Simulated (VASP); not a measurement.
Data:

```
PbF2
1.0
    0.00000     2.89088     2.89088
    2.89088     0.00000     2.89088
    2.89088     2.89088     0.00000
Pb F
1 2
Direct
  0.00000   0.00000   0.00000
  0.25000   0.25000   0.25000
  0.75000   0.75000   0.75000
```

Method: PBEsol GGA, VASP's PBE PAW potentials (set 64) (plane waves; VASP 6.6.1). Run with 620 eV cut-off, 7×7×7 Γ-centred mesh, Gaussian smearing of 0.050 eV, potentials Pb_d F.

Energy and stress use the plane-wave basis of the starting cell.

The ions, cell shape and volume at an external pressure of 10.0 GPa are relaxed. Which structure does the run end with?

```
PbF2
1.0
    0.00000     2.84820     2.84820
    2.84820     0.00000     2.84820
    2.84820     2.84820     0.00000
Pb F
1 2
Direct
  0.00000   0.00000   0.00000
  0.25000   0.25000   0.25000
  0.75000   0.75000   0.75000
```
Space group Fm-3m (225), at a tolerance of 0.03 Å.

How do energy and volume change from the first to the last step?

The energy (σ→0) changes by +32.5 meV/atom and the volume by -4.4 %, in 3 ionic steps.

The compound is PbF2 in the fluorite structure, the β form. This run relaxes it under an external pressure of 10 GPa. Symmetry was kept, so distortions that lower it aren't found.
